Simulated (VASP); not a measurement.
Data:

```xyz
3
Lattice="2.0014 -3.5016 0.0000 2.0014 3.5016 0.0000 0.0000 0.0000 5.0753" Properties=species:S:1:pos:R:3 pbc="T T T"
Se     0.5070     0.8807     3.3813
Se     2.9889     0.0000     0.0000
Se     0.5070    -0.8807     1.6940
```

Computed with PBEsol GGA, VASP's PBE PAW potentials (set 64) (plane waves; VASP). Numerical set-up: 480 eV cut-off, 6×6×4 Γ-centred mesh, Gaussian smearing of 0.050 eV, potentials Se.

Without a dispersion term in the relaxation, distances and binding between the weakly bound layers, chains or molecules are unreliable, and so is what depends on them.

Question: What does the run give for the energy per atom (σ→0)?

Answer: 
```json
{
 "energy per atom (σ→0)": "-3.851 eV/atom"
}
```

Only differences to runs with the same potentials and settings are physical.

The compound is Se in the trig structure. This cell was strained or had an atom moved on purpose. Symmetry was kept, so distortions that lower it aren't found.
